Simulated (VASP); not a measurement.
Calculation: r2SCAN meta-GGA, VASP's PBE PAW potentials (set 64) (plane waves; VASP).

VASP ran on this input.

File KPOINTS:
```
Automatic mesh
0
Gamma
11 11 8
0 0 0
```

POSCAR:
```
MgCdS2
1.0
  3.7822294936   0.0000000000   0.0000000000
  0.0000000000   3.7822294936   0.0000000000
  0.0000000000   0.0000000000   5.3410946438
Mg Cd S
1 1 2
Cartesian
  1.8911147468   1.8911147468   2.6705473219
  0.0000000000   0.0000000000   0.0000000000
  0.0000000000   0.0000000000   2.6705473219
  1.8911147468   1.8911147468   0.0000000000
```

INCAR:
```
! general
SYSTEM =MgCdS2
PREC   =Accurate
ENCUT  =400
LREAL  =.FALSE.
LASPH  =.TRUE.
NBANDS =51

! electronic loop
EDIFF  =1E-7
NELM   =100
ALGO   =Normal
LMAXMIX=4
LMIXTAU=.TRUE.

! smearing
ISMEAR =0
SIGMA  =0.01

! functional
METAGGA=R2SCAN

! output
LWAVE  =.FALSE.
LCHARG =.FALSE.
NEDOS  =1001

! other
LOPTICS=.TRUE.
LPEAD  =.TRUE.
CSHIFT =0.1
```

POTCAR, in this order: Mg Cd S (PBE.64 set). Program: vasp_std.

Output

### OSZICAR
```
       N       E                     dE             d eps       ncg     rms          rms(c)
DAV:   1     0.120182524910E+03    0.12018E+03   -0.90173E+03 11222   0.381E+02
DAV:   2    -0.424959244381E+02   -0.16268E+03   -0.14331E+03 12617   0.127E+02
DAV:   3    -0.515691431727E+02   -0.90732E+01   -0.89719E+01 12938   0.324E+01
DAV:   4    -0.516188982011E+02   -0.49755E-01   -0.49740E-01 12412   0.248E+00
DAV:   5    -0.516191738786E+02   -0.27568E-03   -0.27567E-03 12557   0.173E-01    0.994E+00
DAV:   6    -0.463132470138E+02    0.53059E+01   -0.19925E+00 11731   0.112E+01    0.107E+01
DAV:   7    -0.448317375783E+02    0.14815E+01   -0.62455E-01 11987   0.269E+00    0.695E+00
DAV:   8    -0.447582343954E+02    0.73503E-01   -0.34744E-01 11140   0.242E+00    0.126E+00
DAV:   9    -0.448024411860E+02   -0.44207E-01   -0.23538E-01 10854   0.168E+00    0.840E-01
DAV:  10    -0.448841754781E+02   -0.81734E-01   -0.39986E-02 10836   0.734E-01    0.178E-01
DAV:  11    -0.449038783446E+02   -0.19703E-01   -0.10079E-02 11303   0.391E-01    0.199E-01
DAV:  12    -0.449044534835E+02   -0.57514E-03   -0.31006E-04 13143   0.546E-02    0.136E-01
DAV:  13    -0.449043534485E+02    0.10004E-03   -0.36179E-04 11519   0.702E-02    0.186E-01
DAV:  14    -0.449048491021E+02   -0.49565E-03   -0.22121E-04 11221   0.613E-02    0.967E-02
DAV:  15    -0.449048794950E+02   -0.30393E-04   -0.64054E-05 11641   0.300E-02    0.432E-02
DAV:  16    -0.449049264698E+02   -0.46975E-04   -0.15884E-05 11451   0.161E-02    0.346E-02
DAV:  17    -0.449049277134E+02   -0.12436E-05   -0.33548E-07 13413   0.201E-03    0.314E-02
DAV:  18    -0.449049280648E+02   -0.35147E-06   -0.62715E-08 10751   0.938E-04    0.258E-02
DAV:  19    -0.449049308439E+02   -0.27791E-05   -0.13147E-06 11327   0.409E-03    0.238E-03
DAV:  20    -0.449049314807E+02   -0.63671E-06   -0.20176E-07 11896   0.137E-03    0.255E-03
DAV:  21    -0.449049314716E+02    0.90840E-08   -0.14203E-08  7013   0.489E-04
   1 F= -.44904931E+02 E0= -.44904931E+02  d E =-.188698E-17
 imaginary and real dielectric function
```

**OUTCAR**
```
------------------------ aborting loop because EDIFF is reached ----------------------------------------
  FORCE on cell =-STRESS in cart. coord.  units (eV):
  Direction    XX          YY          ZZ          XY          YZ          ZX
  --------------------------------------------------------------------------------------
  Total       -0.0428299     -0.0428299      0.0702044      0.0000000      0.0000000      0.0000000
  in kB       -0.8981145     -0.8981145      1.4721384      0.0000000      0.0000000      0.0000000
  external PRESSURE =      -0.1080302 kB  Pullay stress =       0.0000000 kB
  volume of cell :       76.41
      direct lattice vectors                 reciprocal lattice vectors
     3.782229494  0.000000000  0.000000000     0.264394321  0.000000000  0.000000000
     0.000000000  3.782229494  0.000000000     0.000000000  0.264394321  0.000000000
     0.000000000  0.000000000  5.341094644     0.000000000  0.000000000  0.187227538
 POSITION                                       TOTAL-FORCE (eV/Angst)
 -----------------------------------------------------------------------------------
      1.89111      1.89111      2.67055         0.000000      0.000000      0.000000
      0.00000      0.00000      0.00000         0.000000      0.000000      0.000000
      0.00000      0.00000      2.67055         0.000000      0.000000      0.000000
      1.89111      1.89111      0.00000         0.000000      0.000000      0.000000
 -----------------------------------------------------------------------------------
    total drift:                               -0.000000      0.000000     -0.000000
  FREE ENERGIE OF THE ION-ELECTRON SYSTEM (eV)
  ---------------------------------------------------
  free  energy   TOTEN  =       -44.9049314716 eV

  energy  without entropy=      -44.9049314716  energy(sigma->0) =      -44.90493147

 plasma frequency squared (from intraband transitions) (eV^2)
  --------------------------------------------------------------------------------------
       0.000       0.000       0.000
       0.000       0.000       0.000
       0.000       0.000       0.000

 plasma frequency squared (from interband transitions, int dw w eps(2)(w)) (eV^2)
  --------------------------------------------------------------------------------------
     341.532       0.000       0.000       0.000      -0.000       0.000
       0.000      -0.000     341.532       0.000       0.000      -0.000
      -0.000      -0.000       0.000       0.000     341.291       0.000
```
(Selected blocks of OUTCAR.)

The dielectric response may not be converged in the k-mesh; for small gaps it tends to come out too large.

The structure comes from a computed database's MgCdS2 entry (P4/mmm); how it stands against other phases isn't given here. It was relaxed first.
